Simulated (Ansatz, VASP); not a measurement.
**Cross-check of As (arsenene monolayer) between VASP and Ansatz**

Aim: how closely do two programs agree when they are given the same cell, functional and k mesh? The cell is taken from a series of runs on this material, whose earlier steps may have relaxed, scaled, displaced or heated it; both programs get it as it stands.

Method: plane waves, with VASP 6.6.1 beside it; single point at PBE with D3(BJ), in Ansatz 0.2.0.

## 1. Starting point

The cell holds 2 atoms: 2 As. Its edges and angles: a = 3.571 Å, b = 3.571 Å, c = 19.398 Å, α = 90.0°, β = 90.0°, γ = 120.0°. Vacuum lies along c.

As a file:

```xyz
2
Lattice="3.5707 0.0000 0.0000 -1.7853 3.0923 0.0000 0.0000 0.0000 19.3980" Properties=species:S:1:pos:R:3
As    1.7853    1.0308    9.0000
As    0.0000    2.0615   10.3980
```

## 2. VASP: single point, PBE with D3(BJ)

A single point gives forces, pressure and levels at one fixed geometry, so differences don't come from the geometry; what else differs is listed under the comparison.

Lines of VASP's logs that name or quote its potential files are left out, and so is its time.

INCAR

```
SYSTEM = As
PREC = Accurate
ENCUT = 400
EDIFF = 1E-06
NELM = 120
ISMEAR = -1
SIGMA = 0.02585
LREAL = .FALSE.
ALGO = Normal
GGA = PE
IVDW = 12
NBANDS = 11
LORBIT = 11
LWAVE = .FALSE.
LCHARG = .FALSE.
ISIF = 2
LDIPOL = .TRUE.
IDIPOL = 3
DIPOL = 0.5 0.5 0.5
LVHAR = .TRUE.
LASPH = .TRUE.
GGA_COMPAT = .FALSE.
EFERMI = MIDGAP
NELMDL = -8
```

POSCAR

```
As
1.0
    3.5706647662      0.0000000000      0.0000000000
   -1.7853323831      3.0922863959      0.0000000000
    0.0000000000      0.0000000000     19.3980245292
As
2
Direct
    0.6666666666      0.3333333332      0.4639647706
    0.3333333332      0.6666666666      0.5360352294
```

KPOINTS

```
Automatic mesh
0
Gamma
18 18 1
0 0 0
```

The projector-augmented-wave data sets are As (PBE family, release 64).

Run with:

```
$ mpirun -np 1 vasp_std
```

Numbers of over 12 decimals in the logs are rounded to 6 here.

Output:

```text
[banner, memory and clock lines left out]
running    1 mpi-ranks, on    1 nodes
 distrk:  each k-point on    1 cores,    1 groups
 distr:  one band on    1 cores,    1 groups

 POSCAR found type information on POSCAR As
 POSCAR found :  1 types and       2 ions
 LDA part: xc-table for (Slater+PW92), standard interpolation
 POSCAR, INCAR and KPOINTS ok, starting setup
 FFT: planning ... GRIDC
 FFT: planning ... GRID_SOFT
 FFT: planning ... GRID
 WAVECAR not read
 entering main loop
       N       E                     dE             d eps       ncg     rms          rms(c)
DAV:   1     0.522648197281E+02    0.52265E+02   -0.26146E+03   814   0.489E+02
DAV:   2    -0.451923450881E+01   -0.56784E+02   -0.52656E+02  1289   0.938E+01
DAV:   3    -0.932832461937E+01   -0.48091E+01   -0.47959E+01  1144   0.353E+01
DAV:   4    -0.939159793866E+01   -0.63273E-01   -0.63249E-01  1064   0.475E+00
DAV:   5    -0.939213613135E+01   -0.53819E-03   -0.53818E-03  1139   0.401E-01
DAV:   6    -0.939213863071E+01   -0.24994E-05   -0.24994E-05  1086   0.251E-02
DAV:   7    -0.939213866327E+01   -0.32562E-07   -0.32537E-07  1196   0.236E-03
DAV:   8    -0.939213866342E+01   -0.15109E-09   -0.19193E-09   858   0.147E-04    0.334E+00
DAV:   9    -0.935144103334E+01    0.40698E-01   -0.20398E-02   931   0.736E-01    0.199E+00
DAV:  10    -0.932833206211E+01    0.23109E-01   -0.43389E-02   994   0.109E+00    0.121E-01
DAV:  11    -0.932831248420E+01    0.19578E-04   -0.13132E-03  1083   0.193E-01    0.364E-02
DAV:  12    -0.932815337295E+01    0.15911E-03   -0.16597E-04  1193   0.700E-02    0.219E-02
DAV:  13    -0.932814454975E+01    0.88232E-05   -0.12665E-04   981   0.432E-02    0.142E-02
DAV:  14    -0.932817926862E+01   -0.34719E-04   -0.43320E-06  1171   0.106E-02    0.757E-03
DAV:  15    -0.932833307201E+01   -0.15380E-03   -0.39228E-05   976   0.231E-02    0.265E-03
DAV:  16    -0.932837402597E+01   -0.40954E-04   -0.23768E-06  1178   0.685E-03    0.174E-03
DAV:  17    -0.932839664573E+01   -0.22620E-04   -0.10440E-06  1018   0.350E-03    0.634E-04
DAV:  18    -0.932840060839E+01   -0.39627E-05   -0.19165E-07  1134   0.114E-03    0.345E-04
DAV:  19    -0.932840511641E+01   -0.45080E-05   -0.37856E-07  1014   0.175E-03    0.338E-04
DAV:  20    -0.932841053320E+01   -0.54168E-05   -0.22708E-07   948   0.109E-03    0.398E-04
DAV:  21    -0.932841176746E+01   -0.12343E-05   -0.22940E-08   940   0.382E-04    0.209E-04
DAV:  22    -0.932841235116E+01   -0.58370E-06   -0.16618E-08   856   0.335E-04
   1 F= -.97526351E+01 E0= -.97526351E+01  d E =-.476280E-14
```

From OUTCAR (step 2):

```text
ion  position               nearest neighbor table
   1  0.667  0.333  0.464-   2 2.49   2 2.49   2 2.49
   2  0.333  0.667  0.536-   1 2.49   1 2.49   1 2.49

  LATTYP: Found a hexagonal cell.
 ALAT       =     3.5706647662
 C/A-ratio  =     5.4326087156

 Subroutine GETGRP returns: Found 12 space group operations
 (whereof 12 operations were pure point group operations)

The static configuration has the point symmetry D_3d.

 Found     37 irreducible k-points:

   k-points           NKPTS =     37   k-points in BZ     NKDIM =     37   number of bands    NBANDS=     11

   dimension x,y,z NGX =    24 NGY =   24 NGZ =  128
   dimension x,y,z NGXF=    48 NGYF=   48 NGZF=  256

   ENCUT  =  400.0 eV  29.40 Ry    5.42 a.u.   5.82  5.82 31.63*2*pi/ulx,y,z

   NELECT =      10.0000    total number of electrons

 k-points in reciprocal lattice and weights: Automatic mesh
   0.00000000  0.00000000  0.00000000       0.003
   0.05555556 -0.00000000  0.00000000       0.019
   0.11111111 -0.00000000  0.00000000       0.019
   0.16666667  0.00000000  0.00000000       0.019
   0.22222222 -0.00000000  0.00000000       0.019
   0.27777778 -0.00000000  0.00000000       0.019
   0.33333333  0.00000000  0.00000000       0.019
   0.38888889  0.00000000  0.00000000       0.019
   0.44444444 -0.00000000  0.00000000       0.019
[...]
0.33333333  0.27777778  0.00000000       0.037
   0.33333333  0.33333333  0.00000000       0.006

 dipolmoment           0.000000      0.000000      0.000000 electrons x Angstroem

 average (electrostatic) potential at core
       1 -57.6143       2 -57.6143

 E-fermi :  -2.5365

 k-point     1 :       0.0000    0.0000    0.0000
  band No.  band energies     occupation
      1     -16.9962      2.00000
      2     -10.5945      2.00000
      3      -4.0055      2.00000
      4      -3.3111      2.00000
      5      -3.3111      2.00000
      6      -1.2746      0.00000
      7       0.2067      0.00000
      8       0.2067      0.00000
      9       1.4669      0.00000
     10       1.6756      0.00000
    ...

 k-point     2 :       0.0556   -0.0000    0.0000
  band No.  band energies     occupation
      1     -16.9541      2.00000
      2     -10.5851      2.00000
      3      -3.9831      2.00000
      4      -3.7937      2.00000
      5      -3.4116      2.00000
      6      -0.8885      0.00000
      7       0.1123      0.00000
      8       0.3096      0.00000
      9       1.5296      0.00000
     10       1.7266      0.00000
    ...

 k-point     3 :       0.1111   -0.0000    0.0000
  band No.  band energies     occupation
      1     -16.8282      2.00000
      2     -10.5658      2.00000
      3      -4.6918      2.00000
      4      -3.9226      2.00000
      5      -3.6690      2.00000
      6      -0.6794      0.00000
      7       0.2879      0.00000
      8       0.5610      0.00000
      9       1.7152      0.00000
     10       1.8762      0.00000
    ...

 Edisp (eV)   -0.42422

  Total       0.07476     0.07476     0.12298     0.00000     0.00000     0.00000
  in kB       0.55921     0.55921     0.91993     0.00000     0.00000     0.00000
  external pressure =        0.68 kB  Pullay stress =        0.00 kB

  energy-cutoff  :      400.00
  volume of cell :      214.18
      direct lattice vectors                 reciprocal lattice vectors
     3.570664766  0.000000000  0.000000000     0.280059895  0.161692656  0.000000000
    -1.785332383  3.092286396  0.000000000     0.000000000  0.323385312  0.000000000
     0.000000000  0.000000000 19.398024529     0.000000000  0.000000000  0.051551641

 POSITION                                       TOTAL-FORCE (eV/Angst)
 -----------------------------------------------------------------------------------
      1.78533      1.03076      9.00000        -0.000000      0.000000     -0.094273
     -0.00000      2.06152     10.39802         0.000000      0.000000      0.094273
 -----------------------------------------------------------------------------------
    total drift:                                0.000000      0.000000      0.000000

  FREE ENERGIE OF THE ION-ELECTRON SYSTEM (eV)
  ---------------------------------------------------
  free  energy   TOTEN  =        -9.7526351332 eV

  energy  without entropy=       -9.7526351332  energy(sigma->0) =       -9.75263513

 vacuum level on the upper side and lower side of the slab         1.973         1.973

 total charge
# of ion       s       p       d       tot
------------------------------------------
    1        1.294   1.381   0.043   2.718
    2        1.294   1.381   0.043   2.718
--------------------------------------------------
tot          2.589   2.761   0.087   5.437

[... 3 further parts left out ...]
```

## 3. Ansatz: single point, PBE with D3(BJ)

Ansatz runs on its default PAW (the set named soft_2) files.

The same cell, functional, mesh and smearing now go to Ansatz, which takes its cutoff from its data sets.

input.yaml

```yaml
crystal:
  lattice:
    - [3.5706647662, 0.0, 0.0]
    - [-1.7853323831, 3.0922863959, 0.0]
    - [0.0, 0.0, 19.3980245292]
  atoms:
    - { symbol: As, position: [0.6666666667, 0.3333333333, 0.4639647706] }
    - { symbol: As, position: [0.3333333333, 0.6666666667, 0.5360352294] }
kpoints:
  mp_grid: { grid: [18, 18, 1] }
  band_path:
    path: [[0, 0, 0], [0.5, 0, 0], [0.33333333, 0.33333333, 0], [0, 0, 0]]
    npoints: 16
hamiltonian:
  xc: pbe
  dispersion: d3bj
scf:
  occupations: { method: fermi_dirac, width: 0.02585 }
  convergence: { dr2_threshold: 1.0e-10 }
efield:
  axis: 3
  dipole_correction: true
  ramp_position: 0.97
  ramp_width: 0.06
  amplitude: 0
output:
  dos: { projected: true, e_range: [-6, 5] }
  write_potential: true
  write_density: true
  volumetric_format: npy
  elf: true
```

Run with:

```
$ ansatz run input.yaml --threads 2 --pin off --max-ram 3072MiB --backend cpu --events-out ev --progress --plain --runs-dir out
```

Output:

```text
Engine: ansatz 0.2.0, x86_64-unknown-linux-gnu
Pseudopotentials: kind: paw
Pseudopotential: As, paw, valence charge 15, recommended cutoff 420 eV (normal), As.paw.azcp
Functional definition: PBE
  parameter kappa = 0.804
  parameter beta = 0.066725
  exchange = pbe_x(kappa = kappa, mu = beta*pi^2/3)
  correlation = pbe_c(beta = beta)
Crystal: 2 atoms, lattice volume = 214.184 Å³
Basis set: ecut = 420 eV, 4115 PW (Γ)
Bands: 19, of which v1, the nominal top of the filled ones, is band 15 counted from 1 (14 counted from 0)
Symmetry: 6 space group operations
k-points: 37 of 324 (time reversal used)
Non-local potential: As, projectors of the file, l = 0: 2, l = 1: 2, l = 2: 3, l = 3: 1
PAW form: soft (Blöchl's): semilocal exchange-correlation on the pseudo side does not see the compensation charge
PAW one-centre angular grid: As, 590 points (default); XC on 64 Gauss nodes
Initial density: superposition of atomic densities (neutral atoms: chi_scale 0, normalization atom), corrected by the library's trained network
Initial wavefunctions: pseudopotential atomic-orbital guess
Functional: x = pbe(κ = 0.804, μ = 0.219515), c = pbe(β = 0.066725)
SCF iter   1: F=—  HF=-9712.688960 eV  |F-HF|=—  |Δ(HF+E_count)|=         —  Δρ=8.56e-4  dr2=1.91e-3  ethr=1.77e-3  p=0.000 e·Å  D=1.03e-13 V/Å  ΔV_dip=-0.00 eV  dr2_dipole=4.44e-10  V_vac-E_F(+/−)=4.46/4.46 eV  ⟨swp⟩=7.0  Hψ=3911  notcnv=0
efield: sawtooth ramp at fractional position 0.9700 (set: `efield.ramp_position`, or a place that a band, a saddle search or an elastic batch's reference lends), width 0.0600; the density the first Hamiltonian is built on has a dipole p = 0.000 e·Å; the dipole correction subtracts the counter field D = 1.03e-13 V/Å, which shifts the + side's vacuum level by -0.00 eV against the − side's; the planar-averaged density in the ramp window peaks in size at 4.3e-6 e/Å³
preconditioner: auto → none  [insulator: Δε(μ)=1.540 eV  Ē_g=9.483 eV  σ=0.026 eV  W_gap=1.00  n_scr=12 (ndim 8)  ℏωp=8.0 eV  f_vac=0.732  D(μ)=0.00/eV (n_scr^D=0)  ε∞_Penn≈1.7]
SCF iter   2: F=—  HF=-9712.689527 eV  |F-HF|=—  |Δ(HF+E_count)|=   5.67e-4  Δρ=4.12e-4  dr2=3.69e-4  ethr=6.37e-6  p=-0.000 e·Å  D=-1.37e-5 V/Å  ΔV_dip=0.00 eV  dr2_dipole=1.07e-8  V_vac-E_F(+/−)=4.50/4.50 eV  ⟨swp⟩=2.3  Hψ=1712  notcnv=0
SCF iter   3: F=—  HF=-9712.689792 eV  |F-HF|=—  |Δ(HF+E_count)|=   2.65e-4  Δρ=1.21e-4  dr2=2.86e-5  ethr=1.23e-6  p=0.000 e·Å  D=1.21e-4 V/Å  ΔV_dip=-0.00 eV  dr2_dipole=6.19e-7  V_vac-E_F(+/−)=4.50/4.51 eV  ⟨swp⟩=2.8  Hψ=1434  notcnv=0
SCF iter   4: F=—  HF=-9712.689768 eV  |F-HF|=—  |Δ(HF+E_count)|=   2.42e-5  Δρ=6.22e-5  dr2=1.83e-5  ethr=9.54e-8  p=-0.000 e·Å  D=-2.71e-4 V/Å  ΔV_dip=0.01 eV  dr2_dipole=2.92e-6  V_vac-E_F(+/−)=4.51/4.50 eV  ⟨swp⟩=2.0  Hψ=1258  notcnv=0
SCF iter   5: F=—  HF=-9712.689792 eV  |F-HF|=—  |Δ(HF+E_count)|=   2.37e-5  Δρ=8.95e-5  dr2=1.45e-4  ethr=6.11e-8  p=0.001 e·Å  D=8.58e-4 V/Å  ΔV_dip=-0.02 eV  dr2_dipole=2.93e-5  V_vac-E_F(+/−)=4.50/4.51 eV  ⟨swp⟩=3.0  Hψ=1379  notcnv=0  recentre
SCF iter   6: F=—  HF=-9712.689774 eV  |F-HF|=—  |Δ(HF+E_count)|=   1.80e-5  Δρ=7.75e-6  dr2=1.23e-7  ethr=6.11e-8  p=-0.000 e·Å  D=-4.83e-6 V/Å  ΔV_dip=0.00 eV  dr2_dipole=1.09e-9  V_vac-E_F(+/−)=4.50/4.50 eV  ⟨swp⟩=2.4  Hψ=912  notcnv=0
SCF iter   7: F=—  HF=-9712.689784 eV  |F-HF|=—  |Δ(HF+E_count)|=   1.06e-5  Δρ=2.64e-6  dr2=8.22e-9  ethr=4.09e-10  p=0.000 e·Å  D=5.35e-7 V/Å  ΔV_dip=-0.00 eV  dr2_dipole=3.67e-12  V_vac-E_F(+/−)=4.50/4.50 eV  ⟨swp⟩=2.0  Hψ=1259  notcnv=0
SCF iter   8: F=—  HF=-9712.689784 eV  |F-HF|=—  |Δ(HF+E_count)|=   1.09e-8  Δρ=1.07e-6  dr2=2.34e-9  ethr=2.74e-11  p=-0.000 e·Å  D=-9.58e-8 V/Å  ΔV_dip=0.00 eV  dr2_dipole=3.25e-16  V_vac-E_F(+/−)=4.50/4.50 eV  ⟨swp⟩=2.0  Hψ=898  notcnv=0
SCF iter   9: F=—  HF=-9712.689784 eV  |F-HF|=—  |Δ(HF+E_count)|=   2.12e-9  Δρ=2.08e-7  dr2=9.08e-11  ethr=1.00e-12  p=-0.000 e·Å  D=-1.52e-7 V/Å  ΔV_dip=0.00 eV  dr2_dipole=8.70e-15  V_vac-E_F(+/−)=4.50/4.50 eV  ⟨swp⟩=2.7  Hψ=2396  notcnv=0
SCF iter  10: F=-9712.689784 eV  HF=-9712.689784 eV  |F-HF|=5.46e-12  |Δ(HF+E_count)|=  1.07e-10  Δρ=2.48e-8  dr2=9.27e-13  ethr=1.00e-12  p=0.000 e·Å  D=8.39e-8 V/Å  ΔV_dip=-0.00 eV  dr2_dipole=1.34e-14  V_vac-E_F(+/−)=4.50/4.50 eV  ⟨swp⟩=3.0  Hψ=1938  notcnv=0
SCF 1 converged in 10 iterations: F = -9712.689784 eV  dr2 = 9.27e-13
  greatest PAW one-centre occupation: 0.999 electrons in one spin orbital (limit 2), on the As atom at site 1 (counted from 0), in its partial waves of l = 2
NSCF: frozen V_eff on 49 k-points
efield: sawtooth ramp at fractional position 0.9700 (kept from the solve that this one continues, or follows in the run), width 0.0600; the density the first Hamiltonian is built on has a dipole p = 0.000 e·Å; the dipole correction subtracts the counter field D = 8.39e-8 V/Å, which shifts the + side's vacuum level by -0.00 eV against the − side's; the planar-averaged density in the ramp window peaks in size at 2.0e-7 e/Å³
WARN: The output density's exchange-correlation potential varies sharply where the density is thin. Do not read a vacuum level from v_tot or v_xc, or from such a field of the output density. On a cell that repeats whose density bears no net charge and no dipole along the vacuum's axis use v_es (v_loc + v_h of the components); under efield.dipole_correction with no amplitude use v_es + v_field, which holds any externa [...]
SCF converged after 10 iterations
Free energy (F): -9712.689784 eV
Harris-Foulkes:  -9712.689784 eV  (|F-HF|=5.46e-12)
Internal energy: -9712.689784 eV  (E = F + TS)
E sigma→0 (E₀):  -9712.689784 eV
Fermi energy:    -1.469683 eV
Dipole field:    D = -0.000000 V/Å  (p = -0.000000 e·Å, saw-weighted, corrected)
Work function:   Φ+ = 4.5034 eV   Φ− = 4.5035 eV
Levels:          The Fermi level and band energies are counted from a zero that moves with the ramp; work functions are not
--- Per-component energies (eV) ---
  E_band       = -823.140277
  E_kinetic    = 204.359493
  E_local      = -20631.730169  (includes V_loc(G=0)·N_el)
  E_nonlocal   = -1341.444974
  E_hartree    = 10318.543706
  E_xc         = -157.818894
  E_vxc        = -157.443133  (∫ρ·V_xc dr)
  E_paw        = -3669.154785  (= ΣΔE_a)
  E_vpaw       = 466.031071  (= ΣTr[D̂ρ^β])
  E_aug_tail   = 0.000014  (compensation charges beyond the density's cutoff)
  E_efield     = 0.000000  (sawtooth field / dipole correction)
  E_vefield    = 0.000000  (∫n·V_field dr)
  E_ewald      = 5564.980084
  E_disp       = -0.424260  (pairwise vdW)
  E_smearing   = -0.000000  (= −TS)
  E_closure    = -0.000000  (closes the sum)
  Σ components = -9712.689784   (vs F -9712.689784, Δ=0.00e0)
--- Band table (eV; the first three rows and the last of 37) ---
  k-point 0: bands = [... 11 lower, -9.5441, -2.9456, -2.2261, -2.2261, -0.1763, 1.2837, 1.2837, 2.5321]
  k-point 1: bands = [... 11 lower, -9.5346, -2.9235, -2.7059, -2.3265, 0.2061, 1.1885, 1.3858, 2.5952]
  k-point 2: bands = [... 11 lower, -9.5147, -3.6015, -2.8634, -2.5835, 0.4054, 1.3670, 1.6351, 2.7817]
  k-point 36: bands = [... 11 lower, -12.2621, -6.7412, -4.3377, -4.3377, -0.3578, 2.2952, 2.2952, 5.8136]
```

## 4. Side by side

Known differences besides the potentials themselves: the data sets hold 30 valence electrons in Ansatz (on its default PAW (the set named soft_2) files) and 10 in VASP; the cutoff is 420 eV in Ansatz and 400 eV in VASP. Total energies have different zeros and are not compared.

Both answers:

| quantity | Ansatz | VASP | difference |
| --- | --- | --- | --- |
| gap on the k mesh (eV) | 1.546 | 1.549 | -0.003 |

A gap on the mesh is an upper bound, since the band edges may lie between its points. With vacuum in the cell, a pressure given here is an average over mostly empty space and none of the material.

## 5. Results

```
difference in gap on the k mesh (single point, PBE with D3(BJ)) : -0.0028 eV
```

**Reading.** The difference in gap on the k mesh is -0.0028 eV (single point, PBE with D3(BJ)), within the 0.08 eV picked in this series as the mark of a large difference. The data sets hold unlike numbers of valence electrons (30 in Ansatz and 10 in VASP), so part of the differences comes from the potentials. How closely two codes agree says nothing of how well the functional describes the real material.

[Lines on the potential files, build, host, timing and source positions are cut from VASP's logs without a mark.]

[Logs are printed without paths, hosts, clocks, repeated set-up lines and the standing remarks that a program may print on its own settings, such as how far it seeks lower states.]

[Hosts, paths, dates, database ids (printed as entryN), source tags and the programs' standing remarks are cut or masked in the printed files.]
